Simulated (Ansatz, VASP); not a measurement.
## LuZn: VASP beside Ansatz

One calculation is typed for both programs; each brings its own data sets. How far apart do they land? The cell is taken from a series of runs on this material, whose earlier steps may have relaxed, scaled, displaced or heated it; both programs get it as it stands.

Main program and level: Ansatz 0.2.0; plane waves, with VASP 6.6.1 beside it; relaxation of cell and atoms at PBEsol and zone-centre phonons at PBEsol.

### 1. Starting point

The structure is cubic, space group Pm-3m (No. 221). Conventional cell: a = 3.431 Å, b = 3.431 Å, c = 3.431 Å, α = 90.00°, β = 90.00°, γ = 90.00°. Nearest to Lu lie 8 Zn at 2.97 Å. Zn has 8 Lu at 2.97 Å nearest. Farther neighbours are not listed.

### 2. Ansatz: relaxation of cell and atoms, PBEsol

Ansatz runs on its PAW soft_1 files.

The relaxed volume is the usual yardstick between codes: in a stiff, nearly cubic crystal its relative difference is about their pressure difference at one cell divided by the bulk modulus.

Input file input.yaml:

```yaml
crystal:
  lattice:
    - [3.4306178123, 0.0, 0.0]
    - [0.0, 3.4306178123, 0.0]
    - [0.0, 0.0, 3.4306178123]
  atoms:
    - { symbol: Lu, position: [0.0, 0.0, 0.0] }
    - { symbol: Zn, position: [0.5, 0.5, 0.5] }
kpoints:
  mp_grid: { grid: [12, 12, 12] }
hamiltonian:
  xc: pbesol
  pseudopotentials: { kind: paw, azcp: { folder: soft_1 }, xc_functional: pbe }
scf:
  occupations: { method: methfessel_paxton, width: 0.2 }
output:
  forces: true
  stress: true
  eigenvalues: true
  write_density: true
  write_potential: true
  elf: true
  volumetric_format: npy
relax:
  adjacent_minimum: "off"
  f_tol: 0.001
  max_steps: 60
  cell: { stress_tol: 0.01 }
```

Started as:

```bash
ansatz run input.yaml --threads 4 --pin off --max-ram 10240MiB --backend cpu --events-out ev --progress --plain --runs-dir out
```

Numbers of over 12 decimals in the logs are rounded to 6 here.

Log:

```text
Engine: ansatz 0.2.0, aarch64-unknown-linux-gnu
Pseudopotentials: kind: paw
Pseudopotential: Lu, paw, valence charge 25, recommended cutoff 420 eV (normal), soft_1/Lu.paw.azcp
Pseudopotential: Zn, paw, valence charge 12, recommended cutoff 420 eV (normal), soft_1/Zn.paw.azcp
Functional definition: PBEsol
  exchange = pbesol_x
  correlation = pbesol_c
Crystal: 2 atoms, lattice volume = 40.375 Å³
Basis set: ecut = 420 eV, 751 PW (Γ), exchange–correlation on 48×48×48 points (8 copies of the dense FFT grid, shifted against one another)
Bands: 23, of which v1, the nominal top of the filled ones, is band 19 counted from 1 (18 counted from 0)
Symmetry: 48 space group operations
Space group: Pm-3m (ITA 221), of the structure as read, at distance tolerance 3.4e-5 Å
k-points: 84 of 1728
Non-local potential: Lu, projectors of the file, l = 0: 3, l = 1: 2, l = 2: 2, l = 3: 3
Non-local potential: Zn, projectors of the file, l = 0: 2, l = 1: 2, l = 2: 3, l = 3: 1
PAW form: soft (Blöchl's): semilocal exchange-correlation on the pseudo side does not see the compensation charge
PAW frozen core: Lu, regenerated for the run's functional, and the local potential with it (the file was generated under x = pbe(κ = 0.804, μ = 0.219515), c = pbe(β = 0.066725))
PAW frozen core: Zn, regenerated for the run's functional, and the local potential with it (the file was generated under x = pbe(κ = 0.804, μ = 0.219515), c = pbe(β = 0.066725))
PAW one-centre angular grid: Lu, 590 points (default); XC on 64 Gauss nodes
PAW one-centre angular grid: Zn, 590 points (default); XC on 64 Gauss nodes
Initial density: superposition of atomic densities (chi_scale 0.1, normalization cell, long waves kept (reshape's long-wave potential 0.00 eV rms))
Initial wavefunctions: pseudopotential atomic-orbital guess
Functional: x = pbesol(κ = 0.804, μ = 0.123457), c = pbesol(β = 0.046)
SCF iter   1: F=—  HF=-17894.627151 eV  |F-HF|=—  |Δ(HF+E_count)|=         —  Δρ=1.19e-1  dr2=4.29e0  ethr=3.10e-3  ⟨swp⟩=6.5  Hψ=9938  notcnv=0
preconditioner: auto → Kerker (q_TF=auto, 2.689 Å⁻¹)  [metal: Δε(μ)=0.007 eV  Ē_g=11.568 eV  σ=0.200 eV  W_gap=0.03  n_scr=18 (ndim 8)  ℏωp=34.6 eV  f_vac=0.000  D(μ)=2.38/eV (n_scr^D=26)]
SCF iter   2: F=—  HF=-17893.937692 eV  |F-HF|=—  |Δ(HF+E_count)|=   6.89e-1  S|Δr|=    0.00e0  Δρ=4.46e-2  dr2=2.41e-1  ethr=3.10e-3  ⟨swp⟩=3.8  Hψ=5033  notcnv=0
SCF iter   3: F=—  HF=-17893.704538 eV  |F-HF|=—  |Δ(HF+E_count)|=   2.33e-1  S|Δr|=    0.00e0  Δρ=1.75e-2  dr2=1.53e-1  ethr=6.50e-4  ⟨swp⟩=2.4  Hψ=4613  notcnv=0
SCF iter   4: F=—  HF=-17893.676533 eV  |F-HF|=—  |Δ(HF+E_count)|=   2.80e-2  S|Δr|=    0.00e0  Δρ=8.48e-3  dr2=1.58e-2  ethr=4.14e-4  ⟨swp⟩=2.1  Hψ=3990  notcnv=0
SCF iter   5: F=—  HF=-17893.692022 eV  |F-HF|=—  |Δ(HF+E_count)|=   1.55e-2  S|Δr|=    0.00e0  Δρ=8.16e-3  dr2=1.06e-2  ethr=4.27e-5  ⟨swp⟩=3.0  Hψ=4103  notcnv=0
SCF iter   6: F=—  HF=-17893.684614 eV  |F-HF|=—  |Δ(HF+E_count)|=   7.41e-3  S|Δr|=    0.00e0  Δρ=3.27e-3  dr2=2.81e-3  ethr=2.88e-5  ⟨swp⟩=3.3  Hψ=5100  notcnv=0
SCF iter   7: F=—  HF=-17893.683963 eV  |F-HF|=—  |Δ(HF+E_count)|=   6.51e-4  S|Δr|=    0.00e0  Δρ=1.30e-3  dr2=4.78e-4  ethr=7.60e-6  ⟨swp⟩=2.1  Hψ=3439  notcnv=0
SCF iter   8: F=—  HF=-17893.683881 eV  |F-HF|=—  |Δ(HF+E_count)|=   8.19e-5  S|Δr|=    0.00e0  Δρ=5.55e-4  dr2=8.49e-5  ethr=1.29e-6  ⟨swp⟩=2.1  Hψ=3075  notcnv=0
SCF iter   9: F=—  HF=-17893.683854 eV  |F-HF|=—  |Δ(HF+E_count)|=   2.76e-5  S|Δr|=    0.00e0  Δρ=1.01e-4  dr2=2.43e-6  ethr=2.30e-7  ⟨swp⟩=2.0  Hψ=3153  notcnv=0
SCF iter  10: F=-17893.683853 eV  HF=-17893.683853 eV  |F-HF|=7.26e-8  |Δ(HF+E_count)|=   4.37e-7  S|Δr|=    0.00e0  Δρ=1.75e-5  dr2=6.10e-8  ethr=2.70e-10  ⟨swp⟩=12.6  Hψ=21928  notcnv=0
SCF 1 converged in 10 iterations: F = -17893.683853 eV  dr2 = 6.10e-8
  greatest PAW one-centre occupation: 0.998 electrons in one spin orbital (limit 2), on the Lu atom at site 0 (counted from 0), in its partial waves of l = 0
relax step   1: F+E_penalty+E_count = -17893.68385327 eV  Δ(F+E_penalty+E_count) = +0.000e0 eV  max|allowed force component| = 2.452e-29 eV/Å  Δτ_max = 0.0000 Å  P = -0.005 GPa  Ω = 40.375 Å³  (10 SCF iters, dr2 threshold 1.00e-7 eV, accepted)
Initial density: handed on by an earlier stage of this run
Initial wavefunctions: pseudopotential atomic-orbital guess (no wavefunctions were taken with the density)
iter 1 solved again at ethr=8.64e-8 eV; its pass at ethr=3.10e-3 eV (dr2=3.20e-5 eV) is discarded
SCF iter   1: F=—  HF=-17893.683861 eV  |F-HF|=—  |Δ(HF+E_count)|=         —  Δρ=1.45e-5  dr2=4.45e-8  ethr=8.64e-8  ⟨swp⟩=5.6  Hψ=18969  notcnv=0
preconditioner: auto → Kerker (q_TF=auto, 2.689 Å⁻¹)  [metal: Δε(μ)=0.025 eV  Ē_g=12.160 eV  σ=0.200 eV  W_gap=0.10  n_scr=18 (ndim 8)  ℏωp=34.6 eV  f_vac=0.000  D(μ)=1.89/eV (n_scr^D=18)]
SCF iter   2: F=—  HF=-17893.683853 eV  |F-HF|=—  |Δ(HF+E_count)|=   7.84e-6  S|Δr|=    0.00e0  Δρ=8.81e-6  dr2=2.24e-8  ethr=1.20e-10  ⟨swp⟩=3.5  Hψ=5228  notcnv=0
SCF iter   3: F=—  HF=-17893.683853 eV  |F-HF|=—  |Δ(HF+E_count)|=   2.56e-9  S|Δr|=    0.00e0  Δρ=3.43e-6  dr2=3.97e-9  ethr=6.06e-11  ⟨swp⟩=2.9  Hψ=4081  notcnv=0
SCF iter   4: F=—  HF=-17893.683853 eV  |F-HF|=—  |Δ(HF+E_count)|=   3.07e-9  S|Δr|=    0.00e0  Δρ=1.90e-6  dr2=1.54e-9  ethr=1.07e-11  ⟨swp⟩=3.3  Hψ=4290  notcnv=0
SCF iter   5: F=—  HF=-17893.683853 eV  |F-HF|=—  |Δ(HF+E_count)|=  9.09e-10  S|Δr|=    0.00e0  Δρ=9.34e-7  dr2=3.71e-10  ethr=4.15e-12  ⟨swp⟩=3.2  Hψ=4517  notcnv=0
SCF iter   6: F=—  HF=-17893.683853 eV  |F-HF|=—  |Δ(HF+E_count)|=  2.15e-10  S|Δr|=    0.00e0  Δρ=9.62e-7  dr2=1.70e-10  ethr=1.00e-12  ⟨swp⟩=2.5  Hψ=3680  notcnv=0
SCF iter   7: F=—  HF=-17893.683853 eV  |F-HF|=—  |Δ(HF+E_count)|=  6.55e-11  S|Δr|=    0.00e0  Δρ=7.91e-8  dr2=2.92e-12  ethr=4.60e-13 (applied; sched 1.00e-12)  ⟨swp⟩=2.2  Hψ=3104  notcnv=0
SCF iter   8: F=—  HF=-17893.683853 eV  |F-HF|=—  |Δ(HF+E_count)|=  3.64e-12  S|Δr|=    0.00e0  Δρ=9.87e-8  dr2=1.83e-12  ethr=1.00e-12  ⟨swp⟩=8.3  Hψ=12729  notcnv=0
SCF iter   9: F=-17893.683853 eV  HF=-17893.683853 eV  |F-HF|=3.64e-12  |Δ(HF+E_count)|=    0.00e0  S|Δr|=    0.00e0  Δρ=2.24e-8  dr2=8.69e-14  ethr=1.00e-12  ⟨swp⟩=5.2  Hψ=10460  notcnv=0
SCF 2 converged in 9 iterations: F = -17893.683853 eV  dr2 = 8.69e-14
relax step   2: F+E_penalty+E_count = -17893.68385332 eV  Δ(F+E_penalty+E_count) = -5.062e-8 eV  max|allowed force component| = 7.297e-30 eV/Å  Δτ_max = 0.0000 Å  P = -0.005 GPa  Ω = 40.375 Å³  stress off target by 5.29e-3 GPa  SCF on the basis re-selected at this cell (its energy is not comparable with the rows above)  (9 SCF iters)
basis re-selected at this cell: Δ(F+E_penalty+E_count) = -5.062e-8 eV, ΔP = +0.000 GPa vs the last step (what re-selecting the basis moved, of the pressure what is left beyond the Pulay correction that the steps carried, after the strain that the cell walked since its last selection, with what the two solves' SCF thresholds leave and, on support functions, any second-order correction that the steps lacked; it is no m [...]
SCF converged after 9 iterations
Stability not checked: this state was not tested for a lower state beside it, because cold or Methfessel-Paxton smearing, or corrected tetrahedra, fill the levels in a way that the test cannot read (fill_not_monotonic; see scf.lower_state_search)
Free energy (F): -17893.683853 eV
Harris-Foulkes:  -17893.683853 eV  (|F-HF|=3.64e-12)
Internal energy: -17893.680721 eV  (E = F + TS)
E sigma→0 (E₀):  -17893.683070 eV
Entropy (-TS):   -0.003133 eV (-1.566 meV/atom)
Fermi energy:    13.942714 eV
--- Per-component energies (eV) ---
  E_band       = 88.224334
  E_kinetic    = 568.036417
  E_local      = -8329.253642  (includes V_loc(G=0)·N_el)
  E_nonlocal   = 1500.343164
  E_hartree    = 3396.193225
  E_xc         = -285.333250
  E_vxc        = -305.087332  (∫ρ·V_xc dr)
  E_paw        = -9156.738107  (= ΣΔE_a)
  E_vpaw       = -138.200476  (= ΣTr[D̂ρ^β])
  E_aug_tail   = -0.000240  (compensation charges beyond the density's cutoff)
  E_ewald      = -5588.917528
  E_core_change = 1.989240  (= ΣΔE_core)
  E_smearing   = -0.003133  (= −TS)
  E_closure    = 0.000000  (closes the sum)
  Σ components = -17893.683853   (vs F -17893.683853, Δ=0.00e0)
--- Forces (eV/Å), atoms counted from 1 ---
  atom   1  Lu    -0.00000000     0.00000000     0.00000000
  atom   2  Zn     0.00000000    -0.00000000     0.00000000
  max |Σ_I F_I| component: 1.06e-29 eV/Å
--- Stress (GPa, compression-positive) ---
       -0.005287       0.000000       0.000000
       -0.000000      -0.005287       0.000000
        0.000000       0.000000      -0.005287
  P = ⅓ Tr σ = -0.0053 GPa (-0.053 kbar)
--- Band table (eV; the first three rows and the last of 84) ---
  k-point 0: bands = [... 15 lower, 8.9764, 9.0015, 14.0418, 14.0418, 19.0556, 19.0556, 19.0556, 19.1396]
  k-point 1: bands = [... 15 lower, 8.9789, 9.0024, 13.9958, 14.0686, 18.1563, 18.1563, 18.6568, 19.1483]
  k-point 2: bands = [... 15 lower, 8.9863, 9.0048, 13.7160, 14.1449, 17.3184, 17.3184, 18.1376, 19.1724]
  k-point 83: bands = [... 15 lower, 9.0077, 11.8884, 11.8884, 11.8884, 14.0417, 19.2718, 19.2718, 19.2718]
--- Relaxed structure (1 steps of the walk, 1 accepted, 1 SCFs on fresh bases) ---
  F+E_penalty+E_count = -17893.68385332 eV   max|allowed force component| = 7.297e-30 eV/Å   (the final SCF, on the basis selected at the relaxed cell)
  cell:  # Å, volume = 40.3754 Å³
    - [3.4306178123, 0.0, 0.0]
    - [0.0, 3.4306178123, 0.0]
    - [0.0, 0.0, 3.4306178123]
  atoms:
    - { symbol: Lu, position: [0.0, 0.0, 0.0] }
    - { symbol: Zn, position: [0.5, 0.5, 0.5] }
```

### 3. VASP: relaxation of cell and atoms, PBEsol

The same cell, functional, mesh and smearing now go to VASP, with its own data sets.

Lines of VASP's logs that name or quote its potential files are left out, and so is its time.

Input file INCAR:

```
SYSTEM = LuZn
PREC = Accurate
ENCUT = 500
EDIFF = 1E-07
NELM = 120
ISMEAR = 1
SIGMA = 0.2
LREAL = .FALSE.
ALGO = Normal
GGA = PS
NBANDS = 16
LORBIT = 11
LWAVE = .FALSE.
LCHARG = .FALSE.
ISIF = 3
IBRION = 2
NSW = 80
EDIFFG = -0.005
LASPH = .TRUE.
GGA_COMPAT = .FALSE.
NELMIN = 4
KPAR = 2
```

Input file POSCAR:

```
LuZn
1.0
    3.4306180000      0.0000000000      0.0000000000
    0.0000000000      3.4306180000      0.0000000000
    0.0000000000      0.0000000000      3.4306180000
Lu Zn
1 1
Direct
    0.0000000000      0.0000000000      0.0000000000
    0.5000000000      0.5000000000      0.5000000000
```

Input file KPOINTS:

```
Automatic mesh
0
Gamma
12 12 12
0 0 0
```

PAW data sets: Lu_3 and Zn (PBE family, release 64).

Started as:

```bash
mpirun -np 2 vasp_std
```

Log:

```text
[banner, memory and clock lines left out]
running    2 mpi-ranks, on    1 nodes
 distrk:  each k-point on    1 cores,    2 groups
 distr:  one band on    1 cores,    1 groups

 POSCAR found type information on POSCAR LuZn
 POSCAR found :  2 types and       2 ions
|                                                                             |
|               ----> ADVICE to this user running VASP <----                  |
|                                                                             |
|     You enforced a specific xc type in the INCAR file but a different       |
|     [... a line on the potential file left out ...]
|     I HOPE YOU KNOW WHAT YOU ARE DOING!                                     |
|                                                                             |

 LDA part: xc-table for (Slater+PW92), standard interpolation
 POSCAR, INCAR and KPOINTS ok, starting setup
 FFT: planning ... GRIDC
 FFT: planning ... GRID_SOFT
 FFT: planning ... GRID
 WAVECAR not read
 entering main loop
       N       E                     dE             d eps       ncg     rms          rms(c)
DAV:   1     0.633534785583E+02    0.63353E+02   -0.98503E+03  3944   0.157E+03
DAV:   2    -0.586126007667E+01   -0.69215E+02   -0.67785E+02  4280   0.485E+02
DAV:   3    -0.744232077475E+01   -0.15811E+01   -0.15760E+01  3640   0.503E+01
DAV:   4    -0.745990088576E+01   -0.17580E-01   -0.17564E-01  3824   0.362E+00
DAV:   5    -0.746019141001E+01   -0.29052E-03   -0.29052E-03  3648   0.514E-01    0.244E+01
DAV:   6    -0.720643887422E+01    0.25375E+00   -0.18040E+00  3728   0.256E+01    0.138E+01
DAV:   7    -0.719502431794E+01    0.11415E-01   -0.42472E-01  4656   0.115E+01    0.478E+00
DAV:   8    -0.717514976106E+01    0.19875E-01   -0.87737E-02  4032   0.505E+00    0.235E-01
DAV:   9    -0.717512550139E+01    0.24260E-04   -0.62883E-03  4864   0.875E-01    0.166E-01
DAV:  10    -0.717506399647E+01    0.61505E-04   -0.34538E-04  4152   0.256E-01    0.645E-02
DAV:  11    -0.717505528937E+01    0.87071E-05   -0.72442E-05  4704   0.119E-01    0.264E-02
DAV:  12    -0.717505500227E+01    0.28710E-06   -0.30560E-06  4120   0.194E-02    0.403E-03
DAV:  13    -0.717505496886E+01    0.33408E-07   -0.16155E-07  2408   0.479E-03
   1 F= -.71750550E+01 E0= -.71741553E+01  d E =-.717505E+01
 curvature:   0.00 expect dE= 0.000E+00 dE for cont linesearch  0.000E+00
 trial: gam= 0.00000 g(F)=  0.000E+00 g(S)=  0.960E-04 ort = 0.000E+00 (trialstep = 0.100E+01)
 search vector abs. value=  0.960E-04
 bond charge predicted
       N       E                     dE             d eps       ncg     rms          rms(c)
DAV:   1    -0.717660705585E+01   -0.15521E-02   -0.21077E-02  3224   0.304E+00    0.331E-01
DAV:   2    -0.717534029453E+01    0.12668E-02   -0.63860E-03  4432   0.137E+00    0.960E-02
DAV:   3    -0.717514885188E+01    0.19144E-03   -0.40696E-04  4592   0.348E-01    0.525E-02
DAV:   4    -0.717508537894E+01    0.63473E-04   -0.87042E-05  4608   0.146E-01    0.167E-02
DAV:   5    -0.717508341787E+01    0.19611E-05   -0.37248E-06  3944   0.195E-02    0.895E-03
DAV:   6    -0.717508272414E+01    0.69373E-06   -0.13975E-06  4480   0.119E-02    0.167E-03
DAV:   7    -0.717508277997E+01   -0.55833E-07   -0.78667E-08  1672   0.440E-03
   2 F= -.71750828E+01 E0= -.71741859E+01  d E =-.278111E-04
 trial-energy change:   -0.000028  1 .order   -0.000033   -0.000096    0.000030
 step:   0.7111(harm=  0.7608)  dis= 0.00000  next Energy=    -7.175087 (dE=-0.323E-04)
 bond charge predicted
       N       E                     dE             d eps       ncg     rms          rms(c)
DAV:   1    -0.717521528435E+01   -0.13256E-03   -0.17604E-03  3208   0.877E-01    0.957E-02
DAV:   2    -0.717510960838E+01    0.10568E-03   -0.54345E-04  4416   0.404E-01    0.278E-02
DAV:   3    -0.717509374740E+01    0.15861E-04   -0.35737E-05  4608   0.103E-01    0.152E-02
DAV:   4    -0.717508861765E+01    0.51297E-05   -0.73948E-06  4584   0.424E-02    0.482E-03
DAV:   5    -0.717508844498E+01    0.17267E-06   -0.27628E-07  2784   0.556E-03    0.262E-03
DAV:   6    -0.717508836006E+01    0.84925E-07   -0.12081E-07  1824   0.521E-03
   3 F= -.71750884E+01 E0= -.71741907E+01  d E =-.333912E-04
 curvature:  -0.36 expect dE=-0.621E-07 dE for cont linesearch -0.621E-07
 trial: gam=-0.04038 g(F)=  0.709E-64 g(S)=  0.171E-06 ort = 0.405E-05 (trialstep = 0.942E+00)
 search vector abs. value=  0.403E-09
 reached required accuracy - stopping structural energy minimisation
```

OUTCAR, selected parts (step 3):

```text
ion  position               nearest neighbor table
   1  0.000  0.000  0.000-   2 2.97   2 2.97   2 2.97   2 2.97   2 2.97   2 2.97   2 2.97   2 2.97

  LATTYP: Found a simple cubic cell.
 ALAT       =     3.4306180000

 Subroutine GETGRP returns: Found 48 space group operations
 (whereof 48 operations were pure point group operations)

The static configuration has the point symmetry O_h .

 Found     84 irreducible k-points:

   k-points           NKPTS =     84   k-points in BZ     NKDIM =     84   number of bands    NBANDS=     16

   dimension x,y,z NGX =    28 NGY =   28 NGZ =   28
   dimension x,y,z NGXF=    56 NGYF=   56 NGZF=   56

   ENCUT  =  500.0 eV  36.75 Ry    6.06 a.u.   6.25  6.25  6.25*2*pi/ulx,y,z

   NELECT =      21.0000    total number of electrons

 k-points in reciprocal lattice and weights: Automatic mesh
   0.00000000  0.00000000  0.00000000       0.001
   0.08333333  0.00000000  0.00000000       0.003
   0.16666667  0.00000000  0.00000000       0.003
   0.25000000  0.00000000  0.00000000       0.003
   0.33333333  0.00000000  0.00000000       0.003
   0.41666667  0.00000000  0.00000000       0.003
   0.50000000  0.00000000  0.00000000       0.002
   0.08333333  0.08333333  0.00000000       0.007
   0.16666667  0.08333333  0.00000000       0.014
[...]
0.50000000  0.50000000  0.41666667       0.003
   0.50000000  0.50000000  0.50000000       0.001

 average (electrostatic) potential at core
       1 -32.0662       2 -36.0898

 E-fermi :   3.1282

 k-point     1 :       0.0000    0.0000    0.0000
  band No.  band energies     occupation
    ...
      5      -4.1558      2.00000
      6      -4.1558      2.00000
      7      -3.8949      2.00000
      8      -3.8949      2.00000
      9      -3.8949      2.00000
     10       3.2358      0.21955
     11       3.2358      0.21955
     12       8.2074      0.00000
     13       8.2074      0.00000
     14       8.2074      0.00000
    ...

 k-point     2 :       0.0833    0.0000    0.0000
  band No.  band energies     occupation
    ...
      6      -4.1389      2.00000
      7      -3.8978      2.00000
      8      -3.8978      2.00000
      9      -3.8930      2.00000
     10       3.1903      0.50136
     11       3.2635      0.09711
     12       7.3420      0.00000
     13       7.3420      0.00000
     14       7.8017      0.00000
     15       8.3738      0.00000
    ...

 k-point     3 :       0.1667    0.0000    0.0000
  band No.  band energies     occupation
    ...
      6      -4.0887      2.00000
      7      -3.9058      2.00000
      8      -3.9058      2.00000
      9      -3.8877      2.00000
     10       2.9087      2.06500
     11       3.3423     -0.06198
     12       6.5077     -0.00000
     13       6.5077     -0.00000
     14       7.2748      0.00000
     15       8.4002      0.00000
    ...

  Total        0.0015353      0.0015353      0.0015353     -0.0000000     -0.0000000     -0.0000000
  in kB        0.0608091      0.0608091      0.0608091     -0.0000000     -0.0000000     -0.0000000
  external PRESSURE =       0.0608091 kB  Pullay stress =       0.0000000 kB

  energy-cutoff  :      500.00
  volume of cell :       40.45
      direct lattice vectors                 reciprocal lattice vectors
     3.432760880 -0.000000000 -0.000000000     0.291310707  0.000000000  0.000000000
    -0.000000000  3.432760880 -0.000000000     0.000000000  0.291310707 -0.000000000
    -0.000000000  0.000000000  3.432760880     0.000000000  0.000000000  0.291310707

 POSITION                                       TOTAL-FORCE (eV/Angst)
 -----------------------------------------------------------------------------------
      0.00000      0.00000      0.00000         0.000000     -0.000000      0.000000
      1.71638      1.71638      1.71638        -0.000000      0.000000      0.000000
 -----------------------------------------------------------------------------------
    total drift:                                0.000000      0.000000      0.000000

  FREE ENERGIE OF THE ION-ELECTRON SYSTEM (eV)
  ---------------------------------------------------
  free  energy   TOTEN  =        -7.1750883601 eV

  energy  without entropy=       -7.1723954283  energy(sigma->0) =       -7.17419072

 reached required accuracy - stopping structural energy minimisation

 total charge
# of ion       s       p       d       tot
------------------------------------------
    1        0.443   6.576   0.967   7.986
    2        0.678   0.491   9.676  10.845
--------------------------------------------------
tot          1.121   7.067  10.643  18.831

[... 3 further parts left out ...]
```

CONTCAR:

```
LuZn
   1.00000000000000
     3.4327608800839191   -0.0000000000000000   -0.0000000000000000
    -0.0000000000000000    3.4327608800839191   -0.0000000000000000
    -0.0000000000000000    0.0000000000000000    3.4327608800839191
  Lu              Zn
     1     1
Direct
     0.0000000000000000    0.0000000000000000    0.0000000000000000
     0.5000000000000000    0.5000000000000000    0.5000000000000000
```

(Part 1 of 2 ends here.)

[Lines on the potential files, build, host, timing and source positions are cut from VASP's logs without a mark.]

[Logs are printed without paths, hosts, clocks, repeated set-up lines and the standing remarks that a program may print on its own settings, such as how far it seeks lower states.]

[Hosts, paths, dates, database ids (printed as entryN), source tags and the programs' standing remarks are cut or masked in the printed files.]
